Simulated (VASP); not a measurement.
Input:

```yaml
crystal:
  lattice:
    - [0.05275, 3.72635, 3.53202]
    - [3.72635, 0.05275, 3.53202]
    - [1.88955, 1.88955, 0.00000]
  atoms:
    - { symbol: Pd, position: [0.00000, 0.00000, 0.00000] }
    - { symbol: Cu, position: [0.00000, 0.50000, 0.00000] }
    - { symbol: Cu, position: [0.50000, 0.00000, 0.00000] }
    - { symbol: Cu, position: [0.50000, 0.50000, 0.00000] }
```

Calculation: PBEsol GGA, VASP's PBE PAW potentials (set 64) (plane waves; VASP). Run with 400 eV cut-off, 8×8×16 Γ-centred mesh, tetrahedra with Blöchl corrections, potentials Pd Cu.

The cores are frozen, which limits the accuracy of field gradients.

**Question.** Give the principal components of the electric field gradient (V/Å²) and the asymmetry η at each nucleus.

**Answer.** 
| atom | Vxx | Vyy | Vzz | η |
|---|---|---|---|---|
| Pd1 | 31.4 | 12.1 | -43.5 | 0.45 |
| Cu2 | 16.9 | 4.0 | -20.9 | 0.62 |
| Cu3 | 16.9 | 4.0 | -20.9 | 0.62 |
| Cu4 | 14.8 | 7.8 | -22.6 | 0.31 |

The structure was generated: Cu3Pd was put into an ordered model structure (Cmmm), which need not be its known phase. It was relaxed first.
